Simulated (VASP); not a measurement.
Given:

```
SrTe
1.0
    0.00000     3.39575     3.39575
    3.39575     0.00000     3.39575
    3.39575     3.39575     0.00000
Sr Te
1 1
Direct
  0.00000   0.00000   0.00000
  0.50000   0.50000   0.50000
```

The numbers are results of PBE0 hybrid, VASP's PBE PAW potentials (set 64) (plane waves; VASP), not measurements. Run with 520 eV cut-off, 6×6×6 Γ-centred mesh, Gaussian smearing of 0.050 eV, potentials Sr_sv Te.

Task: Give the stress tensor in GPa (positive for a compressed cell).

Result: 
```
-1.40   0.00   0.00
 0.00  -1.40   0.00
 0.00   0.00  -1.40
```
The pressure is its mean diagonal, -1.40 GPa.

The compound is SrTe in the rock salt structure. This cell is one point of a volume scan, at 1.03 of the reference volume. The cell's shape comes from a PBE relaxation.
